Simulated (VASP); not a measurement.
```xyz
1
Lattice="-2.6298 2.6298 2.6298 2.6298 -2.6298 2.6298 2.6298 2.6298 -2.6298" Properties=species:S:1:pos:R:3 pbc="T T T"
K      0.0000     0.0000     0.0000
```

Calculation: optB88-vdW, VASP's PBE PAW potentials (set 64) (plane waves; VASP 6.6.1). Settings: 520 eV cut-off, 10×10×10 Γ-centred mesh, first-order Methfessel-Paxton smearing of 0.10 eV, potentials K_sv.

**Question.** Estimate the energy per atom (σ→0), band gap (on the k-mesh) with the smallest direct gap where there is one.

**Answer.** 
The band gap (on the k-mesh) comes out as none (metal, semimetal or under 0.01 eV) and the energy per atom (σ→0) comes out as 1.219 eV/atom.

Total energies compare only between runs with the same potentials, cut-off and functional.

The compound is K in the bcc structure. This cell is one point of a volume scan, at 1.06 of the reference volume.
